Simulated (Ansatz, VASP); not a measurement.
**Cross-check of PbSe (Clausthalite) between VASP and Ansatz**

Aim: how closely do two programs agree when they are given the same cell, functional and k mesh? The cell is taken from a series of runs on this material, whose earlier steps may have relaxed, scaled, displaced or heated it; both programs get it as it stands.

Program: Ansatz 0.2.0. Level of theory: plane waves, with VASP 6.6.1 beside it; relaxation of cell and atoms at LDA, spin-orbit coupling. Results are calculated unless marked as measured.

## Step 1: The structure

Symmetry: Fm-3m, No. 225, cubic system. The conventional cell has a = 6.042 Å, b = 6.042 Å, c = 6.042 Å, α = 90.00°, β = 90.00°, γ = 90.00°. Nearest to Pb lie 6 Se at 3.02 Å. Se has 6 Pb at 3.02 Å nearest. Farther neighbours and most contacts between anions are not listed.

Structure file:

```
Pb Se
1.0
     0.00000    3.02097    3.02097
     3.02097    0.00000    3.02097
     3.02097    3.02097    0.00000
Pb Se
1 1
Direct
  0.00000 0.00000 0.00000
  0.50000 0.50000 0.50000
```

## Step 2: VASP: relaxation of cell and atoms, LDA, spin-orbit coupling

The relaxed volume is the usual yardstick between codes: in a stiff, nearly cubic crystal its relative difference is about their pressure difference at one cell divided by the bulk modulus.

Lines of VASP's logs that name or quote its potential files are left out, and so is its time.

The input, INCAR:

```
SYSTEM = PbSe
PREC = Accurate
ENCUT = 500
EDIFF = 1E-07
NELM = 200
ISMEAR = 0
SIGMA = 0.01
LREAL = .FALSE.
ALGO = Normal
GGA = CA
LNONCOLLINEAR = .TRUE.
MAGMOM = 0 0 0 0 0 0
NBANDS = 32
GGA_COMPAT = .FALSE.
LASPH = .TRUE.
LSORBIT = .TRUE.
LORBIT = 11
LWAVE = .FALSE.
LCHARG = .FALSE.
ISIF = 3
IBRION = 2
NSW = 80
EDIFFG = -0.005
NELMIN = 4
EFERMI = MIDGAP
```

The input, POSCAR:

```
PbSe
1.0
    0.0000000000      3.0209670000      3.0209670000
    3.0209670000      0.0000000000      3.0209670000
    3.0209670000      3.0209670000      0.0000000000
Pb Se
1 1
Direct
    0.0000000000      0.0000000000      0.0000000000
    0.5000000000      0.5000000000      0.5000000000
```

The input, KPOINTS:

```
Automatic mesh
0
Gamma
10 10 10
0 0 0
```

Potentials, in the order of the species: Pb_d and Se (LDA family, release 64).

Launch:

```bash
$ mpirun -np 1 vasp_ncl
```

Numbers of over 12 decimals in the logs are rounded to 6 here.

The log of the run:

```text
[banner, memory and clock lines left out]
running    1 mpi-ranks, on    1 nodes
 distrk:  each k-point on    1 cores,    1 groups
 distr:  one band on    1 cores,    1 groups

 POSCAR found type information on POSCAR PbSe
 POSCAR found :  2 types and       2 ions
 LDA part: xc-table for (Slater(with rela. corr.)+CA(PZ))
 , standard interpolation
 POSCAR, INCAR and KPOINTS ok, starting setup
 FFT: planning ... GRIDC
 FFT: planning ... GRID_SOFT
 FFT: planning ... GRID
 WAVECAR not read
 entering main loop
       N       E                     dE             d eps       ncg     rms          rms(c)
DAV:   1     0.205889787647E+03    0.20589E+03   -0.88686E+03  3008   0.128E+03
DAV:   2     0.115404456751E+02   -0.19435E+03   -0.18557E+03  3120   0.368E+02
DAV:   3    -0.920452881686E+01   -0.20745E+02   -0.20225E+02  3832   0.137E+02
DAV:   4    -0.100853203669E+02   -0.88079E+00   -0.87941E+00  3592   0.295E+01
DAV:   5    -0.101223972839E+02   -0.37077E-01   -0.37075E-01  4496   0.627E+00    0.283E+00
DAV:   6    -0.991048077425E+01    0.21192E+00   -0.42859E-01  4312   0.602E+00    0.162E+00
DAV:   7    -0.990594205375E+01    0.45387E-02   -0.97778E-02  3840   0.161E+00    0.906E-01
DAV:   8    -0.990451805472E+01    0.14240E-02   -0.80302E-03  4120   0.999E-01    0.430E-01
DAV:   9    -0.990437693885E+01    0.14112E-03   -0.65963E-04  3640   0.206E-01    0.119E-01
DAV:  10    -0.990425408574E+01    0.12285E-03   -0.79352E-04  4272   0.300E-01    0.276E-02
DAV:  11    -0.990425464988E+01   -0.56413E-06   -0.99607E-05  3592   0.708E-02    0.830E-03
DAV:  12    -0.990425523295E+01   -0.58307E-06   -0.64949E-06  4000   0.256E-02    0.352E-03
DAV:  13    -0.990425505762E+01    0.17533E-06   -0.78746E-07  4368   0.996E-03    0.118E-03
DAV:  14    -0.990425503837E+01    0.19248E-07   -0.16811E-07  3088   0.336E-03
   1 F= -.99042550E+01 E0= -.99042550E+01  d E =-.990426E+01  mag=    -0.0000    -0.0000    -0.0000
 curvature:   0.00 expect dE= 0.000E+00 dE for cont linesearch  0.000E+00
 trial: gam= 0.00000 g(F)=  0.610E-61 g(S)=  0.456E-03 ort = 0.000E+00 (trialstep = 0.100E+01)
 search vector abs. value=  0.456E-03
 bond charge predicted
       N       E                     dE             d eps       ncg     rms          rms(c)
DAV:   1    -0.991050894809E+01   -0.62539E-02   -0.18316E-01  3872   0.726E+00    0.416E-01
DAV:   2    -0.990525242140E+01    0.52565E-02   -0.10737E-02  3920   0.190E+00    0.154E-01
DAV:   3    -0.990437227611E+01    0.88015E-03   -0.37485E-03  3984   0.102E+00    0.245E-02
DAV:   4    -0.990437882794E+01   -0.65518E-05   -0.14849E-04  3632   0.131E-01    0.118E-02
DAV:   5    -0.990437891980E+01   -0.91861E-07   -0.55938E-06  4104   0.290E-02    0.618E-03
DAV:   6    -0.990437904510E+01   -0.12529E-06   -0.18523E-06  4272   0.183E-02    0.316E-03
DAV:   7    -0.990437892518E+01    0.11992E-06   -0.21381E-07  2960   0.698E-03    0.565E-04
DAV:   8    -0.990437894314E+01   -0.17965E-07   -0.42609E-08  2448   0.151E-03
   2 F= -.99043789E+01 E0= -.99043789E+01  d E =-.123905E-03  mag=    -0.0000    -0.0000    -0.0000
 trial-energy change:   -0.000124  1 .order   -0.000124   -0.000456    0.000209
 step:   0.6864(harm=  0.6864)  dis= 0.00000  next Energy=    -9.904412 (dE=-0.157E-03)
 bond charge predicted
       N       E                     dE             d eps       ncg     rms          rms(c)
DAV:   1    -0.990501203820E+01   -0.63311E-03   -0.18120E-02  3848   0.231E+00    0.130E-01
DAV:   2    -0.990449662317E+01    0.51542E-03   -0.10558E-03  3912   0.590E-01    0.485E-02
DAV:   3    -0.990440941494E+01    0.87208E-04   -0.37101E-04  3968   0.321E-01    0.771E-03
DAV:   4    -0.990441023908E+01   -0.82415E-06   -0.14599E-05  3736   0.414E-02    0.374E-03
DAV:   5    -0.990441030713E+01   -0.68043E-07   -0.54001E-07  4112   0.918E-03
   3 F= -.99044103E+01 E0= -.99044103E+01  d E =-.155269E-03  mag=     0.0000    -0.0000     0.0000
 curvature:  -0.34 expect dE=-0.208E-05 dE for cont linesearch -0.208E-05
 trial: gam= 0.00000 g(F)=  0.131E-62 g(S)=  0.606E-05 ort =-0.526E-04 (trialstep = 0.937E+00)
 search vector abs. value=  0.606E-05
 reached required accuracy - stopping structural energy minimisation
```

From OUTCAR (step 2):

```text
ion  position               nearest neighbor table
   1  0.000  0.000  0.000-   2 3.02   2 3.02   2 3.02   2 3.02   2 3.02   2 3.02
   2  0.500  0.500  0.500-   1 3.02   1 3.02   1 3.02   1 3.02   1 3.02   1 3.02

  LATTYP: Found a face centered cubic cell.
 ALAT       =     6.0419340000

 Subroutine GETGRP returns: Found 48 space group operations
 (whereof 48 operations were pure point group operations)

The static configuration has the point symmetry O_h .

 Found     47 irreducible k-points:

   k-points           NKPTS =     47   k-points in BZ     NKDIM =     47   number of bands    NBANDS=     32

   dimension x,y,z NGX =    32 NGY =   32 NGZ =   32
   dimension x,y,z NGXF=    64 NGYF=   64 NGZF=   64

   ENCUT  =  500.0 eV  36.75 Ry    6.06 a.u.   7.79  7.79  7.79*2*pi/ulx,y,z

   NELECT =      20.0000    total number of electrons

 k-points in reciprocal lattice and weights: Automatic mesh
   0.00000000  0.00000000  0.00000000       0.001
   0.10000000  0.00000000  0.00000000       0.008
   0.20000000  0.00000000  0.00000000       0.008
   0.30000000  0.00000000  0.00000000       0.008
   0.40000000  0.00000000  0.00000000       0.008
   0.50000000  0.00000000  0.00000000       0.004
   0.10000000  0.10000000  0.00000000       0.006
   0.20000000  0.10000000  0.00000000       0.024
   0.30000000  0.10000000  0.00000000       0.024
[...]
-0.30000000  0.40000000  0.20000000       0.024
  -0.30000000  0.50000000  0.20000000       0.012

 average (electrostatic) potential at core
       1 -91.7751       2 -58.8679

 E-fermi :   5.3109

 k-point     1 :       0.0000    0.0000    0.0000
  band No.  band energies     occupation
    ...
     16       2.8855      1.00000
     17       3.5491      1.00000
     18       3.5491      1.00000
     19       3.5491      1.00000
     20       3.5491      1.00000
     21       8.6408      0.00000
     22       8.6408      0.00000
     23      10.8575      0.00000
     24      10.8575      0.00000
     25      10.8575      0.00000
    ...

 k-point     2 :       0.1000    0.0000    0.0000
  band No.  band energies     occupation
    ...
     16       2.9813      1.00000
     17       3.5719      1.00000
     18       3.5719      1.00000
     19       3.7092      1.00000
     20       3.7092      1.00000
     21       8.2286      0.00000
     22       8.2286      0.00000
     23       9.9851      0.00000
     24       9.9851      0.00000
     25      10.2687      0.00000
    ...

 k-point     3 :       0.2000    0.0000    0.0000
  band No.  band energies     occupation
    ...
     16       3.1605      1.00000
     17       3.6406      1.00000
     18       3.6406      1.00000
     19       4.1098      1.00000
     20       4.1098      1.00000
     21       7.3592      0.00000
     22       7.3592      0.00000
     23       8.7385      0.00000
     24       8.7385      0.00000
     25       9.2618      0.00000
    ...

  Total        0.0091544      0.0091544      0.0091544      0.0000000      0.0000000      0.0000000
  in kB        0.2670471      0.2670471      0.2670471      0.0000000      0.0000000      0.0000000
  external PRESSURE =       0.2670471 kB  Pullay stress =       0.0000000 kB

  energy-cutoff  :      500.00
  volume of cell :       54.92
      direct lattice vectors                 reciprocal lattice vectors
     0.000000000  3.016994797  3.016994797    -0.165727830  0.165727830  0.165727830
     3.016994797  0.000000000  3.016994797     0.165727830 -0.165727830  0.165727830
     3.016994797  3.016994797 -0.000000000     0.165727830  0.165727830 -0.165727830

 POSITION                                       TOTAL-FORCE (eV/Angst)
 -----------------------------------------------------------------------------------
      0.00000      0.00000      0.00000         0.000000      0.000000     -0.000000
      3.01699      3.01699      3.01699         0.000000      0.000000      0.000000
 -----------------------------------------------------------------------------------
    total drift:                               -0.000000     -0.000000     -0.000000

  FREE ENERGIE OF THE ION-ELECTRON SYSTEM (eV)
  ---------------------------------------------------
  free  energy   TOTEN  =        -9.9044103071 eV

  energy  without entropy=       -9.9044103071  energy(sigma->0) =       -9.90441031

 reached required accuracy - stopping structural energy minimisation

 Spin-Orbit-Coupling matrix elements
 Ion:    1  E_soc:     -0.8867192
 Ion:    2  E_soc:     -0.0521932

 total charge
# of ion       s       p       d       tot
------------------------------------------
    1        1.458   0.606   9.840  11.904
    2        1.479   2.315   0.021   3.815
--------------------------------------------------
tot          2.937   2.921   9.861  15.719

 magnetization (x)
# of ion       s       p       d       tot
------------------------------------------
    1        0.000   0.000   0.000   0.000
    2        0.000   0.000   0.000   0.000
--------------------------------------------------
tot          0.000   0.000   0.000   0.000

 magnetization (y)
# of ion       s       p       d       tot
------------------------------------------
    1        0.000   0.000   0.000   0.000
    2        0.000  -0.000   0.000  -0.000
--------------------------------------------------
tot          0.000  -0.000   0.000  -0.000

 magnetization (z)
# of ion       s       p       d       tot
------------------------------------------
    1        0.000   0.000   0.000   0.000
    2        0.000   0.000   0.000   0.000
--------------------------------------------------
tot          0.000   0.000   0.000   0.000

[... 3 further parts left out ...]
```

CONTCAR:

```
PbSe
   1.00000000000000
     0.0000000000000000    3.0169947968172592    3.0169947968172592
     3.0169947968172592    0.0000000000000000    3.0169947968172592
     3.0169947968172592    3.0169947968172592   -0.0000000000000000
  Pb              Se
     1     1
Direct
     0.0000000000000000    0.0000000000000000    0.0000000000000000
     0.5000000000000000    0.5000000000000000    0.5000000000000000
```

VASP adds spin-orbit coupling inside the spheres on scalar-relativistic partial waves, which describe the 6p1/2 states imperfectly, so such gaps can be off by a tenth of an eV or more.

(Continued in part 2 of 2.)

[Lines on the potential files, build, host, timing and source positions are cut from VASP's logs without a mark.]

[Logs are printed without paths, hosts, clocks, repeated set-up lines and the standing remarks that a program may print on its own settings, such as how far it seeks lower states.]

[Hosts, paths, dates, database ids (printed as entryN), source tags and the programs' standing remarks are cut or masked in the printed files.]
